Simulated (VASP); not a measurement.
Data:

```xyz
2
Lattice="0.0000 3.0849 3.0849 3.0849 0.0000 3.0849 3.0849 3.0849 0.0000" Properties=species:S:1:pos:R:3 pbc="T T T"
Sn     0.0000     0.0000     0.0000
Te     3.0849     3.0849     3.0849
```

Computed with AM05 GGA, VASP's PBE PAW potentials (set 64) (plane waves; VASP 6.6.1). Settings: 520 eV cut-off, 7×7×7 Γ-centred mesh, Gaussian smearing of 0.050 eV, potentials Sn_d Te.

### Question
The job: SnTe (rock salt), 2 atoms, AM05, static run, 520 eV, 7×7×7 Γ-centred mesh. Roughly how much core time does it take on a busy server core?

### Answer
About 10 core-seconds (one run on a shared machine, a rough figure). It had 20 irreducible k-points, 14 bands, up to 1600 plane waves and 13 electronic steps.

The compound is SnTe in the rock salt structure, which distorts at low temperature. This cell is one point of a volume scan, at 0.94 of the reference volume.
